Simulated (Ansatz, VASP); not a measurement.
# AlCo in two plane-wave programs, part 2 of 2

Wanted: the spread between two codes on one cell, functional and k mesh. The cell is taken from a series of runs on this material, whose earlier steps may have relaxed, scaled, displaced or heated it; both programs get it as it stands.

VASP 6.6.1 and Ansatz 0.2.0.

So far: Set-up; VASP: elastic constants, PBE.

## (3) Ansatz: elastic constants, PBE

Level of this step: Ansatz beside VASP: Kohn-Sham DFT, plane waves, PBE (Ansatz).

Ansatz runs on its default PAW (the set named soft_2) files.

The same cell, functional, mesh and smearing now go to Ansatz, which takes its cutoff from its data sets.

File input.yaml:

```yaml
crystal:
  lattice:
    - [2.8518290577, 0.0, 0.0]
    - [0.0, 2.8518290577, 0.0]
    - [0.0, 0.0, 2.8518290577]
  atoms:
    - { symbol: Al, position: [0.0, 0.0, 0.0] }
    - { symbol: Co, position: [0.5, 0.5, 0.5] }
kpoints:
  mp_grid: { grid: [26, 26, 26] }
hamiltonian:
  xc: pbe
scf:
  occupations: { method: methfessel_paxton, width: 0.25 }
output:
  forces: true
  stress: true
  eigenvalues: true
elastic:
  mode: relaxed_ion
  stencil: two_point
  amplitude: 0.01
```

Launch:

```
$ ansatz run input.yaml --threads 8 --pin off --max-ram 16384MiB --backend cpu --events-out ev --progress --plain --runs-dir out
```

Numbers of over 12 decimals in the logs are rounded to 6 here.

Log:

```text
Engine: ansatz 0.2.0, x86_64-unknown-linux-gnu
Pseudopotentials: kind: paw
Pseudopotential: Al, paw, valence charge 3, recommended cutoff 420 eV (normal), Al.paw.azcp
Pseudopotential: Co, paw, valence charge 17, recommended cutoff 420 eV (normal), Co.paw.azcp
Functional definition: PBE
  parameter kappa = 0.804
  parameter beta = 0.066725
  exchange = pbe_x(kappa = kappa, mu = beta*pi^2/3)
  correlation = pbe_c(beta = beta)
Crystal: 2 atoms, lattice volume = 23.194 Å³
Basis set: ecut = 420 eV, 461 PW (Γ), exchange–correlation on 40×40×40 points (8 copies of the dense FFT grid, shifted against one another)
Bands: 14, of which v1, the nominal top of the filled ones, is band 10 counted from 1 (9 counted from 0)
Symmetry: 48 space group operations
Space group: Pm-3m (ITA 221), of the structure as read, at distance tolerance 2.9e-5 Å
k-points: 560 of 17576
Non-local potential: Al, projectors of the file, l = 0: 2, l = 1: 2, l = 2: 1
Non-local potential: Co, projectors of the file, l = 0: 3, l = 1: 2, l = 2: 3, l = 3: 1
PAW form: soft (Blöchl's): semilocal exchange-correlation on the pseudo side does not see the compensation charge
PAW one-centre angular grid: Al, 110 points (default); XC on 64 Gauss nodes
PAW one-centre angular grid: Co, 590 points (default); XC on 64 Gauss nodes
Initial density: superposition of atomic densities (neutral atoms: chi_scale 0, normalization atom), corrected by the library's trained network
Initial wavefunctions: pseudopotential atomic-orbital guess
Functional: x = pbe(κ = 0.804, μ = 0.219515), c = pbe(β = 0.066725)
SCF iter   1: F=—  HF=-5664.838018 eV  |F-HF|=—  |Δ(HF+E_count)|=         —  Δρ=9.49e-3  dr2=1.44e-2  ethr=1.77e-3  ⟨swp⟩=4.1  Hψ=35632  notcnv=0
preconditioner: auto → none  [metal: Δε(μ)=0.027 eV  Ē_g=8.227 eV  σ=0.250 eV  W_gap=0.09  n_scr=6 (ndim 8)  ℏωp=26.7 eV  f_vac=0.000  D(μ)=0.93/eV (n_scr^D=6)  sad-step TF]
SCF iter   2: F=—  HF=-5664.837119 eV  |F-HF|=—  |Δ(HF+E_count)|=   8.99e-4  S|Δr|=    0.00e0  Δρ=5.12e-3  dr2=4.72e-3  ethr=7.20e-5  ⟨swp⟩=1.0  Hψ=12320  notcnv=0
SCF iter   3: F=—  HF=-5664.836638 eV  |F-HF|=—  |Δ(HF+E_count)|=   4.80e-4  S|Δr|=    0.00e0  Δρ=6.57e-4  dr2=7.23e-5  ethr=2.36e-5  ⟨swp⟩=1.0  Hψ=7864  notcnv=0
SCF iter   4: F=—  HF=-5664.836693 eV  |F-HF|=—  |Δ(HF+E_count)|=   5.45e-5  S|Δr|=    0.00e0  Δρ=1.71e-4  dr2=2.25e-6  ethr=3.61e-7  ⟨swp⟩=2.2  Hψ=10024  notcnv=0
SCF iter   5: F=—  HF=-5664.836695 eV  |F-HF|=—  |Δ(HF+E_count)|=   2.48e-6  S|Δr|=    0.00e0  Δρ=2.58e-5  dr2=6.71e-8  ethr=1.13e-8  ⟨swp⟩=2.5  Hψ=13431  notcnv=0
SCF iter   6: F=—  HF=-5664.836695 eV  |F-HF|=—  |Δ(HF+E_count)|=   5.05e-9  S|Δr|=    0.00e0  Δρ=8.17e-6  dr2=6.99e-9  ethr=3.35e-10  ⟨swp⟩=1.5  Hψ=9181  notcnv=0
SCF iter   7: F=—  HF=-5664.836695 eV  |F-HF|=—  |Δ(HF+E_count)|=  7.84e-10  S|Δr|=    0.00e0  Δρ=4.24e-7  dr2=1.71e-11  ethr=3.50e-11  ⟨swp⟩=2.2  Hψ=11665  notcnv=0
SCF iter   8: F=-5664.836695 eV  HF=-5664.836695 eV  |F-HF|=9.09e-13  |Δ(HF+E_count)|=  1.82e-12  S|Δr|=    0.00e0  Δρ=2.30e-8  dr2=1.75e-14  ethr=1.00e-12  ⟨swp⟩=3.9  Hψ=34153  notcnv=0
SCF 1 converged in 8 iterations: F = -5664.836695 eV  dr2 = 1.75e-14
  greatest PAW one-centre occupation: 1.000 electrons in one spin orbital (limit 2), on the Co atom at site 1 (counted from 0), in its partial waves of l = 1
Crystal: 2 atoms, lattice volume = 22.962 Å³
Symmetry: 16 space group operations
k-points: 1470 of 17576
Initial density: handed on by an earlier stage of this run
Initial wavefunctions: those handed on with the density
iter 1 solved again at ethr=3.62e-6 eV; its pass at ethr=3.10e-3 eV (dr2=7.24e-4 eV) is discarded
SCF iter   1: F=—  HF=-5664.834690 eV  |F-HF|=—  |Δ(HF+E_count)|=         —  Δρ=2.16e-3  dr2=6.56e-4  ethr=3.62e-6  ⟨swp⟩=1.7  Hψ=121053  notcnv=0
preconditioner: auto → none  [metal: Δε(μ)=0.003 eV  Ē_g=8.320 eV  σ=0.250 eV  W_gap=0.01  n_scr=6 (ndim 8)  ℏωp=26.8 eV  f_vac=0.000  D(μ)=0.92/eV (n_scr^D=6)]
[...]
SCF 2 converged in 8 iterations: F = -5664.834641 eV  dr2 = 8.98e-15
Crystal: 2 atoms, lattice volume = 23.426 Å³
[...]
preconditioner: auto → none  [metal: Δε(μ)=0.001 eV  Ē_g=8.172 eV  σ=0.250 eV  W_gap=0.00  n_scr=6 (ndim 8)  ℏωp=26.6 eV  f_vac=0.000  D(μ)=0.96/eV (n_scr^D=6)]
[...]
SCF 3 converged in 7 iterations: F = -5664.834766 eV  dr2 = 4.86e-14
Crystal: 2 atoms, lattice volume = 23.193 Å³
Symmetry: 8 space group operations
k-points: 2562 of 17576
[...]
preconditioner: auto → none  [metal: Δε(μ)=0.001 eV  Ē_g=8.246 eV  σ=0.250 eV  W_gap=0.00  n_scr=6 (ndim 8)  ℏωp=26.7 eV  f_vac=0.000  D(μ)=0.94/eV (n_scr^D=6)]
[...]
SCF iter   6: F=—  HF=-5664.835672 eV  |F-HF|=—  |Δ(HF+E_count)|=  1.82e-11  S|Δr|=    0.00e0  Δρ=2.33e-7  dr2=4.73e-12  ethr=3.80e-13 (applied; sched 1.00e-12)  ⟨swp⟩=2.6  Hψ=58008  notcnv=0
SCF iter   7: F=-5664.835672 eV  HF=-5664.835672 eV  |F-HF|=0.00e0  |Δ(HF+E_count)|=  1.82e-12  S|Δr|=    0.00e0  Δρ=2.70e-8  dr2=4.40e-14  ethr=1.00e-12  ⟨swp⟩=3.1  Hψ=145909  notcnv=0
SCF 4 converged in 7 iterations: F = -5664.835672 eV  dr2 = 4.40e-14
iter 1 solved again at ethr=9.88e-10 eV; its pass at ethr=3.10e-3 eV (dr2=1.98e-7 eV) is discarded
SCF iter   1: F=—  HF=-5664.835607 eV  |F-HF|=—  |Δ(HF+E_count)|=         —  Δρ=1.40e-4  dr2=1.83e-7  ethr=9.88e-10  ⟨swp⟩=2.0  Hψ=203911  notcnv=0
preconditioner: auto → none  [metal: Δε(μ)=0.002 eV  Ē_g=8.246 eV  σ=0.250 eV  W_gap=0.01  n_scr=6 (ndim 8)  ℏωp=26.7 eV  f_vac=0.000  D(μ)=0.94/eV (n_scr^D=6)]
SCF iter   2: F=—  HF=-5664.835670 eV  |F-HF|=—  |Δ(HF+E_count)|=   6.39e-5  S|Δr|=    0.00e0  Δρ=7.00e-5  dr2=5.09e-8  ethr=9.15e-10  ⟨swp⟩=2.0  Hψ=46280  notcnv=0
SCF iter   3: F=—  HF=-5664.835672 eV  |F-HF|=—  |Δ(HF+E_count)|=   1.70e-6  S|Δr|=    0.00e0  Δρ=2.55e-6  dr2=8.67e-10  ethr=2.54e-10  ⟨swp⟩=1.0  Hψ=36098  notcnv=0
SCF iter   4: F=—  HF=-5664.835672 eV  |F-HF|=—  |Δ(HF+E_count)|=  6.35e-10  S|Δr|=    0.00e0  Δρ=9.73e-7  dr2=1.43e-10  ethr=4.33e-12  ⟨swp⟩=2.2  Hψ=44909  notcnv=0
SCF iter   5: F=—  HF=-5664.835672 eV  |F-HF|=—  |Δ(HF+E_count)|=  7.37e-11  S|Δr|=    0.00e0  Δρ=2.71e-7  dr2=4.00e-12  ethr=7.16e-13 (applied; sched 1.00e-12)  ⟨swp⟩=1.7  Hψ=44943  notcnv=0
SCF iter   6: F=—  HF=-5664.835672 eV  |F-HF|=—  |Δ(HF+E_count)|=  1.09e-11  S|Δr|=    0.00e0  Δρ=5.71e-8  dr2=2.92e-13  ethr=2.00e-14 (applied; sched 1.00e-12)  ⟨swp⟩=2.2  Hψ=53899  notcnv=0  defer=20
SCF iter   7: F=-5664.835672 eV  HF=-5664.835672 eV  |F-HF|=0.00e0  |Δ(HF+E_count)|=    0.00e0  S|Δr|=    0.00e0  Δρ=8.11e-9  dr2=1.27e-14  ethr=1.00e-12  ⟨swp⟩=4.0  Hψ=109945  notcnv=0
SCF 5 converged in 7 iterations: F = -5664.835672 eV  dr2 = 1.27e-14
SCF converged after 8 iterations
Stability not checked: this state was not tested for a lower state beside it, because cold or Methfessel-Paxton smearing, or corrected tetrahedra, fill the levels in a way that the test cannot read (fill_not_monotonic; see scf.lower_state_search)
Free energy (F): -5664.836695 eV
Harris-Foulkes:  -5664.836695 eV  (|F-HF|=9.09e-13)
Internal energy: -5664.839007 eV  (E = F + TS)
E sigma→0 (E₀):  -5664.837273 eV
Entropy (-TS):   0.002311 eV (1.156 meV/atom)
Fermi energy:    14.459515 eV
--- Per-component energies (eV) ---
  E_band       = -284.628088
  E_kinetic    = 483.223669
  E_local      = -3674.599140  (includes V_loc(G=0)·N_el)
  E_nonlocal   = 466.446142
  E_hartree    = 1587.117169
  E_xc         = -200.735893
  E_vxc        = -236.799308  (∫ρ·V_xc dr)
  E_paw        = -1985.167918  (= ΣΔE_a)
  E_vpaw       = -497.133849  (= ΣTr[D̂ρ^β])
  E_aug_tail   = 0.000059  (compensation charges beyond the density's cutoff)
  E_ewald      = -2341.123096
  E_smearing   = 0.002311  (= −TS)
  E_closure    = 0.000000  (closes the sum)
  Σ components = -5664.836695   (vs F -5664.836695, Δ=0.00e0)
--- Forces (eV/Å), atoms counted from 1 ---
  atom   1  Al    -0.00000000     0.00000000    -0.00000000
  atom   2  Co     0.00000000    -0.00000000     0.00000000
  max |Σ_I F_I| component: 8.70e-29 eV/Å
--- Stress (GPa, compression-positive) ---
       -0.017330       0.000000       0.000000
        0.000000      -0.017330       0.000000
        0.000000       0.000000      -0.017330
  P = ⅓ Tr σ = -0.0173 GPa (-0.173 kbar)
--- Band table (eV; the first three rows and the last of 560) ---
  k-point 0: bands = [... 6 lower, 11.4873, 13.6174, 13.6174, 13.6174, 20.3803, 20.3803, 20.3803, 23.1410]
  k-point 1: bands = [... 6 lower, 11.4952, 13.6018, 13.6018, 13.6190, 20.0600, 20.4198, 20.4198, 23.1372]
  k-point 2: bands = [... 6 lower, 11.5185, 13.5566, 13.5566, 13.6238, 19.3518, 20.5366, 20.5366, 23.1256]
  k-point 559: bands = [... 6 lower, 10.5091, 14.2613, 14.2613, 16.7889, 16.7889, 16.7889, 18.5404, 19.7786]
--- Elastic constants: 2 strain directions × 2 members + reference (group order 48) ---
  dense FFT box of the reference and of every strained cell: 20×20×20
  strains applied: 11, 23; error gains: componentwise 1.00 (the most a stress slope's error grows in a printed constant), spectral 1.73 (1 for all six strains in a standard setting)
  C = ∂σ_k/∂η_j (tension-positive GPa; Voigt order 11 22 33 23 13 12):
       275.980    130.933    130.933     -0.000     -0.000     -0.000
       130.933    275.980    130.933     -0.000     -0.000     -0.000
       130.933    130.933    275.980     -0.000     -0.000     -0.000
         0.000     -0.000      0.000    141.306      0.000      0.000
        -0.000     -0.000      0.000     -0.000    141.306     -0.000
        -0.000      0.000      0.000      0.000      0.000    141.306
  reference stress σ⁰ (GPa):      0.017      0.017      0.017     -0.000     -0.000     -0.000
  C* (energy form; C + prestress term) asymmetry max|C*_kj − C*_jk| = 5.559e-16 GPa — a small one proves nothing (zero by symmetry where the batch's group is 432, −43m or m−3m); a large one is finite-difference/SCF noise where every solve meets its electron count
  moduli (Voigt/Reuss/Hill, GPa): K = 179.28/179.28/179.28   G = 113.79/102.44/108.12   E = 270.06   ν = 0.249
  mechanically stable: yes (min eigenvalue of sym C = 141.31 GPa)
  strain η (Voigt 11):  stress-route row diagonal C_11 = 275.98 GPa, energy-path curvature d²(F+E_count+ΔE)/dδ²/Ω₀ = 275.26 GPa
         δ    σ_11 (GPa)             F (eV)   n_scf  n_hpsi   n_pw
    -1.000e-2      -2.9292       -5664.8346408       8  390609    466   relax 0 steps, max|allowed force component| 2.48e-29 eV/Å
     1.000e-2       2.5904       -5664.8347661       7  330497    470   relax 0 steps, max|allowed force component| 1.28e-29 eV/Å
  strain η (Voigt 23):  stress-route row diagonal C_44 = 141.31 GPa, energy-path curvature d²(F+E_count+ΔE)/dδ²/Ω₀ = 141.32 GPa
         δ    σ_23 (GPa)             F (eV)   n_scf  n_hpsi   n_pw
    -1.000e-2      -1.4131       -5664.8356722       7  650715    468   relax 0 steps, max|allowed force component| 1.26e-29 eV/Å
     1.000e-2       1.4131       -5664.8356722       7  577439    468   relax 0 steps, max|allowed force component| 5.09e-29 eV/Å
```

## (4) Side by side

Known differences besides the potentials themselves: the data sets hold 20 valence electrons in Ansatz (on its default PAW (the set named soft_2) files) and 12 in VASP; the cutoff is 420 eV in Ansatz and 600 eV in VASP; VASP takes each elastic constant from one size of strain, Ansatz from those that its log lists. Total energies have different zeros and are not compared.

The two programs side by side:

| quantity | Ansatz | VASP | difference |
| --- | --- | --- | --- |
| C11 (GPa) | 276.0 | 276.2 | -0.07 % |
| C22 (GPa) | 276.0 | 276.2 | -0.07 % |
| C33 (GPa) | 276.0 | 276.2 | -0.07 % |
| C12 (GPa) | 130.9 | 130.2 | +0.60 % |
| C13 (GPa) | 130.9 | 130.2 | +0.60 % |
| C23 (GPa) | 130.9 | 130.2 | +0.60 % |
| C44 (GPa) | 141.3 | 140.4 | +0.61 % |
| C55 (GPa) | 141.3 | 140.4 | +0.61 % |
| C66 (GPa) | 141.3 | 140.4 | +0.61 % |

## (5) Summary of results

```json
{
  "difference in C44 (elastic constants, PBE)": "0.61 %"
}
```

What this shows: The difference in C44 is 0.61 % (elastic constants, PBE), within the 5 % picked in this series as the mark of a large difference. The data sets hold unlike numbers of valence electrons (20 in Ansatz and 12 in VASP), so part of the differences comes from the potentials. Such differences can come from data sets, numerical settings and the points named under the comparisons, not from the functional's error against experiment.

[Lines on the potential files, build, host, timing and source positions are cut from VASP's logs without a mark.]

[Logs are printed without paths, hosts, clocks, repeated set-up lines and the standing remarks that a program may print on its own settings, such as how far it seeks lower states.]

[Hosts, paths, dates, database ids (printed as entryN), source tags and the programs' standing remarks are cut or masked in the printed files.]
